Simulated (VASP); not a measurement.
These are G0W0 on PBE orbitals, VASP's PBE PAW potentials (set 64) (plane waves; VASP) values and carry that method's errors.

A VASP calculation is set up with these files.

INCAR:
```
SYSTEM=NaF
PREC=Normal; ENCUT=500; LREAL=F
LASPH=T; NBANDS=160
ALGO=EVGW0
ISMEAR=0; SIGMA=0.01
GGA=PE
LWAVE=F; LCHARG=F
NELMGW=1; NOMEGA=64; ENCUTGW=200
NBANDSGW=16; LSPECTRALGW=T
```

POSCAR:
```
NaF
1
    0.0000000000     2.3454640000     2.3454640000
    2.3454640000     0.0000000000     2.3454640000
    2.3454640000     2.3454640000     0.0000000000
Na F
1 1
Direct
  0.0000000000   0.0000000000   0.0000000000
  0.5000000000   0.5000000000   0.5000000000
```

KPOINTS:
```
Automatic mesh
0
Gamma
4 4 4
0 0 0
```

POTCAR, in this order: Na_sv_GW F_GW_new (PBE.64 set). Program: vasp_std. Read from the step before: WAVECAR, WAVEDER.

Output of the run:

### OUTCAR
```
 ion  position               nearest neighbor table
   1  0.000  0.000  0.000-   2 2.35   2 2.35   2 2.35   2 2.35   2 2.35   2 2.35
   2  0.500  0.500  0.500-   1 2.35   1 2.35   1 2.35   1 2.35   1 2.35   1 2.35
  LATTYP: Found a face centered cubic cell.
 ALAT       =     4.6909280000
 Subroutine PRICEL returns:
 Original cell was already a primitive cell.
 Subroutine GETGRP returns: Found 48 space group operations
The static configuration has the point symmetry O_h .
The dynamic configuration has the point symmetry O_h .
 Subroutine INISYM returns: Found 48 space group operations
 Subroutine IBZKPT returns following result:
 Found      8 irreducible k-points:

 Following reciprocal coordinates:
            Coordinates               Weight
  0.000000  0.000000  0.000000      1.000000
  0.250000  0.000000  0.000000      8.000000
  0.500000  0.000000  0.000000      4.000000
  0.250000  0.250000  0.000000      6.000000
  0.500000  0.250000  0.000000     24.000000
 -0.250000  0.250000  0.000000     12.000000
  0.500000  0.500000  0.000000      3.000000
 -0.250000  0.500000  0.250000      6.000000
 Subroutine IBZKPT_HF returns following result:
   k-points           NKPTS =      8   k-points in BZ     NKDIM =     64   number of bands    NBANDS=    160
   number of dos      NEDOS =    301   number of ions     NIONS =      2
   total plane-waves  NPLWV =   5832
   dimension x,y,z NGX =    18 NGY =   18 NGZ =   18
   dimension x,y,z NGXF=    36 NGYF=   36 NGZF=   36
   ions per type =               1   1
   PREC   = normal    normal or accurate (medium, high low for compatibility)
   ISTART =      1    job   : 0-new  1-cont  2-samecut
   ICHARG =      0    charge: 1-file 2-atom 10-const
   ISPIN  =      1    spin polarized calculation?
   LNONCOLLINEAR =      F non collinear calculations
   LSORBIT =      F    spin-orbit coupling
   INIWAV =      1    electr: 0-lowe 1-rand  2-diag
   ENCUT  =  500.0 eV  36.75 Ry    6.06 a.u.   6.05  6.05  6.05*2*pi/ulx,y,z
   NELM   =     60;   NELMIN=  2; NELMDL=  0     # of ELM steps
   EDIFF  = 0.1E-03   stopping-criterion for ELM
   LREAL  =      F    real-space projection
   NLSPLINE    = F    spline interpolate recip. space projectors
   LMAXMIX     =    2 max onsite mixed and CHGCAR
   VOSKOWN=      0    Vosko Wilk Nusair interpolation
   EDIFFG = 0.1E-02   stopping-criterion for IOM
   NSW    =      0    number of steps for IOM
   NBLOCK =      1;   KBLOCK =      1    inner block; outer block
   IBRION =     -1    ionic relax: 0-MD 1-quasi-New 2-CG
   NFREE  =      0    steps in history (QN), initial steepest desc. (CG)
   ISIF   =      0    stress and relaxation
   ISYM   =      3    0-nonsym 1-usesym 2-fastsym
   TEIN   =    0.0    initial temperature
   TEBEG  =    0.0;   TEEND  =   0.0 temperature during run
   SMASS  =  -3.00    Nose mass-parameter (am)
   PSTRESS=    0.0 pullay stress
   NELECT =      16.0000    total number of electrons
   EFERMI =   0.00;   METHOD = LEGACY
   ISMEAR =     0;   SIGMA  =   0.01  broadening in eV -4-tet -1-fermi 0-gaus
   IALGO  =     38    algorithm
   LDIAG  =      T    sub-space diagonalisation (order eigenvalues)
   IMIX   =      4    mixing-type and parameters
     AMIX     =   0.40;   BMIX     =  1.00
     AMIX_MAG =   1.60;   BMIX_MAG =  1.00
     AMIN     =   0.10
   GGA     = PE    functional components
   VOSKOWN =     0    Vosko Wilk Nusair interpolation
   LHFCALC =     T    Hartree Fock is set to
   NKREDX  =     1    reduce k-point grid by
   AEXX    =    1.0000 exact exchange contribution
   HFSCREEN=    0.0000 screening length (either q_TF or 0.3 A-1)
   HFRCUT  =    0.0000 spherical cutoff for potential kernel
   AGGAX   =    0.0000 GGA exchange part
   ALDAC   =    0.0000 LDA correlation
   AGGAC   =    0.0000 GGA correlation
...
```

### OSZICAR
```
energies w=
    0.000    0.000    1.198    0.000    2.393    0.000    3.584    0.000
    4.766    0.000    5.940    0.000    7.102    0.000    8.251    0.000
    9.387    0.000   10.507    0.000   11.613    0.000   12.704    0.000
   13.781    0.000   14.843    0.000   15.892    0.000   16.928    0.000
   17.954    0.000   18.970    0.000   19.977    0.000   20.979    0.000
   21.975    0.000   22.969    0.000   23.962    0.000   24.956    0.000
   25.954    0.000   26.958    0.000   27.970    0.000   28.993    0.000
   30.030    0.000   31.084    0.000   32.158    0.000   33.256    0.000
   34.381    0.000   35.539    0.000   36.732    0.000   37.967    0.000
   39.250    0.000   40.586    0.000   41.984    0.000   43.451    0.000
   44.997    0.000   46.634    0.000   48.372    0.000   50.228    0.000
   52.219    0.000   54.364    0.000   56.689    0.000   59.222    0.000
   61.999    0.000   65.062    0.000   68.466    0.000   72.275    0.000
   76.576    0.000   81.474    0.000   87.111    0.000   93.674    0.000
  101.414    0.000  110.684    0.000  121.988    0.000  136.074    0.000
  154.102    0.000  177.973    0.000  211.038    0.000  259.791    0.000
NQ=   1    0.0000    0.0000    0.0000,
 performed        196000 updates of chi_q(r,r)
NQ=   2    0.2500    0.0000    0.0000,
 performed        576000 updates of chi_q(r,r)
NQ=   3    0.5000    0.0000    0.0000,
 performed        864000 updates of chi_q(r,r)
NQ=   4    0.2500    0.2500    0.0000,
 performed       1209000 updates of chi_q(r,r)
NQ=   5    0.5000    0.2500    0.0000,
 performed       1671000 updates of chi_q(r,r)
NQ=   6   -0.2500    0.2500    0.0000,
 performed       2082000 updates of chi_q(r,r)
NQ=   7    0.5000    0.5000    0.0000,
 performed       2350000 updates of chi_q(r,r)
NQ=   8   -0.2500    0.5000    0.2500,
 performed       2700000 updates of chi_q(r,r)
 resolving degeneracies of screened two electron integrals
```

### OUTCAR
```


 k-point   1 :       0.0000    0.0000    0.0000
  band No.  KS-energies  QP-energies   sigma(KS)   V_xc(KS)     V^pw_x(r,r')   Z            occupation Imag(sigma)

      1     -49.1215     -58.4847     -40.8483     -29.2547     -49.1201       0.8076       2.0000       0.4258
      2     -21.0527     -25.1554     -28.2762     -22.7190     -36.8184       0.7383       2.0000       1.0261
      3     -21.0158     -27.3089     -35.8552     -28.3908     -41.4616       0.8431       2.0000       0.1504
      4     -21.0158     -27.3089     -35.8552     -28.3908     -41.4616       0.8431       2.0000       0.1504
      5     -21.0158     -27.3089     -35.8552     -28.3908     -41.4616       0.8431       2.0000       0.1504
      6      -1.9538      -4.8197     -25.8865     -22.2617     -30.1298       0.7906       2.0000       0.1711
      7      -1.9538      -4.8197     -25.8865     -22.2617     -30.1298       0.7906       2.0000       0.1711
      8      -1.9538      -4.8197     -25.8865     -22.2617     -30.1298       0.7906       2.0000       0.1711
      9       4.1702       5.6654      -7.5068      -9.1903      -4.8629       0.8881       0.0000      -0.0751
     10      16.7618      18.2722      -5.2891      -7.0150      -2.0673       0.8752       0.0000      -0.1473
     11      16.7618      18.2722      -5.2891      -7.0150      -2.0673       0.8752       0.0000      -0.1473
     12      16.7618      18.2722      -5.2891      -7.0150      -2.0673       0.8752       0.0000      -0.1473
     13      19.5809      20.3689      -4.1732      -5.0704      -0.6775       0.8783       0.0000      -0.4432
     14      21.6767      23.5915      -6.0949      -8.2804      -2.6702       0.8762       0.0000      -0.1807
     15      21.6767      23.5915      -6.0949      -8.2804      -2.6702       0.8762       0.0000      -0.1807
     16      24.1570      26.7359      -8.3122     -11.3087      -4.4636       0.8606       0.0000      -0.3491

 k-point   2 :       0.2500    0.0000    0.0000
  band No.  KS-energies  QP-energies   sigma(KS)   V_xc(KS)     V^pw_x(r,r')   Z            occupation Imag(sigma)

      1     -49.1160     -58.4995     -40.8596     -29.2655     -49.1319       0.8093       2.0000       0.4243
      2     -21.5385     -26.8298     -31.8599     -25.2323     -38.8233       0.7984       2.0000       0.5819
      3     -21.0213     -27.3126     -35.8418     -28.3788     -41.4468       0.8430       2.0000       0.1488
      4     -21.0213     -27.3126     -35.8418     -28.3788     -41.4468       0.8430       2.0000       0.1488
      5     -20.4700     -25.4558     -32.3457     -25.9655     -39.5230       0.7814       2.0000       0.5856
      6      -2.8026      -5.8063     -23.9892     -20.1970     -28.0044       0.7921       2.0000       0.1811
      7      -2.0729      -4.9715     -25.6776     -22.0136     -29.9131       0.7911       2.0000       0.1730
      8      -2.0729      -4.9715     -25.6776     -22.0136     -29.9131       0.7911       2.0000       0.1730
      9       5.9903       7.6289      -8.7987     -10.6669      -6.2570       0.8771       0.0000      -0.0790
     10      12.9702      14.4894      -6.4263      -8.1743      -3.3661       0.8691       0.0000      -0.1279
     11      17.4654      19.1370      -5.9833      -7.9020      -2.6952       0.8712       0.0000      -0.1715
     12      17.4654      19.1370      -5.9833      -7.9020      -2.6952       0.8712       0.0000      -0.1715
     13      20.4077      22.3563      -6.5962      -8.8301      -3.1380       0.8723       0.0000      -0.2210
     14      20.4077      22.3563      -6.5962      -8.8301      -3.1380       0.8723       0.0000      -0.2210
     15      21.8926      23.8325      -6.6178      -8.8098      -2.9507       0.8850       0.0000      -0.4298
     16      26.0715      27.8655      -5.4754      -7.4377      -1.8620       0.9143       0.0000      -0.6096

 k-point   3 :       0.5000    0.0000    0.0000
  band No.  KS-energies  QP-energies   sigma(KS)   V_xc(KS)     V^pw_x(r,r')   Z            occupation Imag(sigma)

      1     -49.1106     -58.5256     -40.8709     -29.2762     -49.1439       0.8120       2.0000       0.4228
      2     -21.7332     -27.0645     -31.8811     -25.1872     -38.7604       0.7965       2.0000       0.5668
      3     -21.0269     -27.3130     -35.8284     -28.3669     -41.4319       0.8425       2.0000       0.1472
      4     -21.0269     -27.3130     -35.8284     -28.3669     -41.4319       0.8425       2.0000       0.1472
      5     -20.2164     -25.1624     -32.3964     -26.1035     -39.6545       0.7860       2.0000       0.5923
      6      -3.4603      -6.5941     -23.0377     -19.0738     -27.0120       0.7906       2.0000       0.1965
      7      -2.1889      -5.1086     -25.4810     -21.7787     -29.7105       0.7886       2.0000       0.1750
      8      -2.1889      -5.1086     -25.4810     -21.7787     -29.7105       0.7886       2.0000       0.1750
      9       8.6087      10.1202      -6.9599      -8.6739      -4.1416       0.8818       0.0000      -0.0938
     10      10.2196      12.2530     -10.1691     -12.5448      -7.4045       0.8559       0.0000      -0.1121
     11      17.7736      19.6803      -6.7054      -8.8895      -3.4318       0.8730       0.0000      -0.1658
     12      17.7736      19.6803      -6.7054      -8.8895      -3.4318       0.8730       0.0000      -0.1658
     13      20.5185      22.4349      -7.1788      -9.3952      -3.5000       0.8646       0.0000      -0.3393
     14      20.5185      22.4349      -7.1788      -9.3952      -3.5000       0.8646       0.0000      -0.3393
     15      21.2986      23.1573      -5.9779      -8.0815      -2.3340       0.8836       0.0000      -0.3756
     16      24.5409      26.6076      -6.4696      -8.7372      -2.8865       0.9114       0.0000      -0.5509

 k-point   4 :       0.2500    0.2500    0.0000
  band No.  KS-energies  QP-energies   sigma(KS)   V_xc(KS)     V^pw_x(r,r')   Z            occupation Imag(sigma)

      1     -49.1143     -58.5067     -40.8630     -29.2688     -49.1357       0.8101       2.0000       0.4241
      2     -21.4399     -26.7508     -32.1238     -25.4614     -39.0140       0.7971       2.0000       0.5533
      3     -21.0391     -27.3158     -35.8012     -28.3357     -41.4019       0.8408       2.0000       0.1522
      4     -21.0391     -27.3158     -35.8012     -28.3357     -41.4019       0.8408       2.0000       0.1522
      5     -20.5492     -25.4747     -32.1027     -25.7634     -39.3546       0.7770       2.0000       0.6069
      6      -2.8088      -5.8175     -24.0090     -20.2058     -28.0378       0.7911       2.0000       0.1817
      7      -2.1582      -5.0745     -25.5637     -21.8751     -29.7894       0.7906       2.0000       0.1738
      8      -2.1582      -5.0745     -25.5637     -21.8751     -29.7894       0.7906       2.0000       0.1738
      9       6.5407       8.2503      -9.0641     -11.0167      -6.5057       0.8755       0.0000      -0.0818
     10      12.8976      14.1218      -4.8471      -6.2378      -1.7931       0.8804       0.0000      -0.1177
     11      16.7661      18.7467      -7.1058      -9.3842      -3.7888       0.8693       0.0000      -0.1689
     12      17.0716      18.9652      -7.2921      -9.4894      -3.9301       0.8618       0.0000      -0.1978
     13      17.0716      18.9652      -7.2921      -9.4894      -3.9301       0.8618       0.0000      -0.1978
     14      23.2218      25.2031      -6.1976      -8.4629      -2.6949       0.8746       0.0000      -0.2150
     15      23.7057      26.3975      -8.6607     -11.7196      -4.7507       0.8800       0.0000      -0.4610
     16      26.8450      28.2046      -4.3983      -5.8722      -0.9510       0.9225       0.0000      -0.6476

 k-point   5 :       0.5000    0.2500    0.0000
  band No.  KS-energies  QP-energies   sigma(KS)   V_xc(KS)     V^pw_x(r,r')   Z            occupation Imag(sigma)

      1     -49.1089     -58.5551     -40.8739     -29.2794     -49.1473       0.8147       2.0000       0.4229
      2     -21.5119     -26.9478     -32.3809     -25.6310     -39.1428       0.8053       2.0000       0.5174
      3     -21.0699     -27.3290     -35.7152     -28.2520     -41.3103       0.8387       2.0000       0.1539
      4     -21.0448     -27.3199     -35.7874     -28.3230     -41.3865       0.8407       2.0000       0.1507
      5     -20.4247     -25.2721     -31.9147     -25.6706     -39.2866       0.7763       2.0000       0.6333
      6      -3.1303      -6.2283     -23.6894     -19.7794     -27.7305       0.7923       2.0000       0.1892
      7      -2.4954      -5.4727     -24.9069     -21.1298     -29.0759       0.7883       2.0000       0.1789
      8      -2.2668      -5.2049     -25.3900     -21.6658     -29.6121       0.7889       2.0000       0.1759
      9       9.2468      11.0357      -8.7308     -10.7896      -5.9716       0.8689       0.0000      -0.1002
     10      11.0116      12.6455      -7.5424      -9.4241      -4.6522       0.8683       0.0000      -0.1108
     11      14.3355      16.2935      -7.3710      -9.6221      -4.1592       0.8698       0.0000      -0.1394
     12      17.4267      19.4949      -8.0186     -10.4289      -4.6034       0.8581       0.0000      -0.2164
     13      17.5044      19.3533      -6.8876      -9.0179      -3.4418       0.8679       0.0000      -0.2332
     14      23.1248      25.0260      -6.3404      -8.5126      -2.7146       0.8752       0.0000      -0.3393
     15      24.4375      26.9421      -7.8258     -10.6700      -4.0494       0.8806       0.0000      -0.4039
     16      26.1679      28.1799      -6.0195      -8.2705      -2.3464       0.8938       0.0000      -0.4815

 k-point   6 :      -0.2500    0.2500    0.0000
  band No.  KS-energies  QP-energies   sigma(KS)   V_xc(KS)     V^pw_x(r,r')   Z            occupation Imag(sigma)

      1     -49.1106     -58.5148     -40.8705     -29.2760     -49.1436       0.8111       2.0000       0.4231
      2     -21.5908     -26.9418     -32.0726     -25.3791     -38.9354       0.7994       2.0000       0.5515
      3     -21.0697     -27.3352     -35.7250     -28.2585     -41.3174       0.8392       2.0000       0.1548
      4     -21.0272     -27.3088     -35.8274     -28.3661     -41.4307       0.8419       2.0000       0.1473
      5     -20.3484     -25.2744     -32.2325     -25.9347     -39.5109       0.7822       2.0000       0.6030
...
```
(Selected blocks of OUTCAR.)

The mesh is coarse and the basis finite, so the quasiparticle values are not converged.

The compound is NaF in the rock salt structure. This cell is one point of a volume scan, at 1.04 of the reference volume. The k-mesh is coarse (spacing up to 0.58 per Å, 2π included), so the numbers may not be converged in it.
